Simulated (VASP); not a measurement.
All values below come from PBE GGA, VASP's PBE PAW potentials (set 64) (plane waves; VASP).

A VASP calculation is set up with these files.

POSCAR:
```
ZnS
3.7731970
  0.0000000000   0.7071066889   0.7071066889
  0.7071066889   0.0000000000   0.7071066889
  0.7071066889   0.7071066889   0.0000000000
Zn S
1 1
Cart
  0.0000000000   0.0000000000   0.0000000000
  0.3535533445   0.3535533445   0.3535533445
```

INCAR:
```
ALGO = Normal
EDIFF = 1E-7
ENCUT = 520
GGA = PE
ISIF = 2
ISMEAR = 0
LASPH = T
LCHARG = F
LMAXMIX = 4
LREAL = F
LWAVE = F
NELM = 100
PREC = Accurate
SIGMA = 0.05
SYSTEM = ZnS
```

File KPOINTS:
```
Automatic mesh
0
Gamma
8 8 8
0 0 0
```

POTCAR, in this order: Zn S (PBE.64 set). Program: vasp_std.

Output

File OSZICAR:
```
       N       E                     dE             d eps       ncg     rms          rms(c)
DAV:   1     0.913430101571E+02    0.91343E+02   -0.92794E+03   754   0.167E+03
DAV:   2    -0.848695745947E+00   -0.92192E+02   -0.88049E+02   849   0.289E+02
DAV:   3    -0.716455707939E+01   -0.63159E+01   -0.62866E+01   924   0.761E+01
DAV:   4    -0.724533313730E+01   -0.80776E-01   -0.80757E-01   869   0.922E+00
DAV:   5    -0.724658823069E+01   -0.12551E-02   -0.12551E-02   919   0.113E+00    0.763E+00
DAV:   6    -0.683364617728E+01    0.41294E+00   -0.96632E-01  1090   0.377E+01    0.583E+00
DAV:   7    -0.681682793818E+01    0.16818E-01   -0.36857E-01   774   0.604E+00    0.289E+00
DAV:   8    -0.681626737832E+01    0.56056E-03   -0.57405E-03   884   0.822E-01    0.855E-01
DAV:   9    -0.681648701551E+01   -0.21964E-03   -0.12975E-03   829   0.339E-01    0.115E-01
DAV:  10    -0.681662052754E+01   -0.13351E-03   -0.12654E-04   852   0.109E-01    0.480E-02
DAV:  11    -0.681664165267E+01   -0.21125E-04   -0.25400E-05   819   0.437E-02    0.621E-03
DAV:  12    -0.681664216009E+01   -0.50742E-06   -0.21078E-06   902   0.111E-02    0.325E-03
DAV:  13    -0.681664218021E+01   -0.20112E-07   -0.39876E-07   799   0.599E-03
   1 F= -.68166422E+01 E0= -.68166422E+01  d E =-.536306E-15
```

OUTCAR:
```
------------------------ aborting loop because EDIFF is reached ----------------------------------------
  FORCE on cell =-STRESS in cart. coord.  units (eV):
  Direction    XX          YY          ZZ          XY          YZ          ZX
  --------------------------------------------------------------------------------------
  Total        1.1709388      1.1709388      1.1709388     -0.0000000      0.0000000      0.0000000
  in kB       49.3891464     49.3891464     49.3891464     -0.0000000      0.0000000      0.0000000
  external PRESSURE =      49.3891464 kB  Pullay stress =       0.0000000 kB
  volume of cell :       37.99
      direct lattice vectors                 reciprocal lattice vectors
     0.000000000  2.668052837  2.668052837    -0.187402586  0.187402586  0.187402586
     2.668052837  0.000000000  2.668052837     0.187402586 -0.187402586  0.187402586
     2.668052837  2.668052837  0.000000000     0.187402586  0.187402586 -0.187402586
  FREE ENERGIE OF THE ION-ELECTRON SYSTEM (eV)
  ---------------------------------------------------
  free  energy   TOTEN  =        -6.8166421802 eV

  energy  without entropy=       -6.8166421802  energy(sigma->0) =       -6.81664218
```
(Selected blocks of OUTCAR.)

**OUTCAR**
```
 val. band max:        2.4691106201   @ k =   0.0000   0.0000   0.0000

 cond. band min:       4.7518299959   @ k =   0.0000   0.0000   0.0000


 Fermi energy:         2.7262778945

 k-point     1 :       0.0000    0.0000    0.0000
  band No.  band energies     occupation
      1     -10.9434      2.00000
      2      -4.0292      2.00000
      3      -4.0292      2.00000
      4      -4.0292      2.00000
      5      -3.4848      2.00000
      6      -3.4848      2.00000
      7       2.4691      2.00000
      8       2.4691      2.00000
      9       2.4691      2.00000
     10       4.7518      0.00000
     11       8.8361      0.00000
     12       8.8361      0.00000
     13       8.8361      0.00000

 k-point     2 :       0.1250    0.0000    0.0000
  band No.  band energies     occupation
      1     -10.8188      2.00000
      2      -4.0314      2.00000
      3      -4.0065      2.00000
      4      -4.0065      2.00000
      5      -3.4867      2.00000
      6      -3.4867      2.00000
      7       1.3299      2.00000
      8       2.3112      2.00000
      9       2.3112      2.00000
     10       5.5642      0.00000
     11       8.7721      0.00000
     12       9.1026      0.00000
     13       9.1026      0.00000

 k-point     3 :       0.2500    0.0000    0.0000
  band No.  band energies     occupation
      1     -10.4919      2.00000
      2      -3.9917      2.00000
      3      -3.9566      2.00000
      4      -3.9566      2.00000
      5      -3.4833      2.00000
      6      -3.4833      2.00000
      7      -0.4533      2.00000
      8       1.9690      2.00000
      9       1.9690      2.00000
     10       6.0582      0.00000
     11       9.4849      0.00000
     12       9.4849      0.00000
     13       9.5058      0.00000

 k-point     4 :       0.3750    0.0000    0.0000
  band No.  band energies     occupation
      1     -10.1179      2.00000
      2      -3.9174      2.00000
      3      -3.9174      2.00000
...
```

The compound is ZnS in the zinc blende structure. This cell is one point of a volume scan, at 0.94 of the reference volume.
